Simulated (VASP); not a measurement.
A convergence study with VASP on Ho (hcp): one setting is varied, all else stays as given below, so the limit is that of these other settings.

```yaml
crystal:
  lattice:
    - [1.79000, -3.10037, 0.00000]
    - [1.79000, 3.10037, 0.00000]
    - [0.00000, 0.00000, 5.62000]
  atoms:
    - { symbol: Ho, position: [0.33333, 0.66667, 0.25000] }
    - { symbol: Ho, position: [0.66667, 0.33333, 0.75000] }
```

All values below come from PBE GGA, VASP's PBE PAW potentials (set 64) (plane waves; VASP). The tightest run used: 550 eV cut-off, 21×21×11 Γ-centred mesh, first-order Methfessel-Paxton smearing of 0.10 eV, potentials Ho_3.

The 4f electrons are frozen in the core of the lanthanide potential, so 4f levels, which can set the real gap, and their magnetism are missing.

The reference is 21×21×11 mesh, which took about 3 core-minutes. Costs are core time on shared hosts, one run each; read them as rough ratios.

Of the settings 1×1×1 mesh; 2×2×1 mesh; 3×3×2 mesh; 4×4×2 mesh; 5×5×3 mesh; 6×6×3 mesh; 7×7×4 mesh; 8×8×4 mesh; 9×9×5 mesh; 10×10×5 mesh; 11×11×6 mesh; 12×12×6 mesh; 13×13×7 mesh; 14×14×8 mesh; 15×15×8 mesh; 16×16×9 mesh; 17×17×9 mesh; 18×18×10 mesh; 19×19×10 mesh; 20×20×11 mesh; 21×21×11 mesh, which is the lowest that keeps the difference from the reference in E (eV/atom) within 0.002 from there on, and what does it cost?

14×14×8 mesh; its cost over the reference is about 1/2.
```
setting        difference in E (eV/atom)  cost over the reference
-------------  -------------------------  -----------------------
1×1×1 mesh                        1.2609               about 1/40
2×2×1 mesh                        0.7129               about 1/40
3×3×2 mesh                        0.0548               about 1/30
4×4×2 mesh                        0.0481               about 1/20
5×5×3 mesh                        0.0259               about 1/20
6×6×3 mesh                        0.0164               about 1/10
7×7×4 mesh                        0.0020               about 1/10
8×8×4 mesh                        0.0016                about 1/8
9×9×5 mesh                        0.0003                about 1/7
10×10×5 mesh                      0.0030                about 1/6
11×11×6 mesh                      0.0033                about 1/4
12×12×6 mesh                      0.0008                about 1/4
13×13×7 mesh                      0.0029                about 1/3
14×14×8 mesh                      0.0017                about 1/2
15×15×8 mesh                      0.0009                about 1/2
16×16×9 mesh                      0.0012     within a factor of 2
17×17×9 mesh                      0.0015     within a factor of 2
18×18×10 mesh                     0.0001     within a factor of 2
19×19×10 mesh                     0.0002     within a factor of 2
20×20×11 mesh                     0.0003     within a factor of 2
21×21×11 mesh                     0.0000                reference
```

Left out are rungs that failed or repeat a setting and relaxations that didn't move; long series are thinned to 24 rows.

The compound is Ho in the hcp structure. The cell was not relaxed at this level.
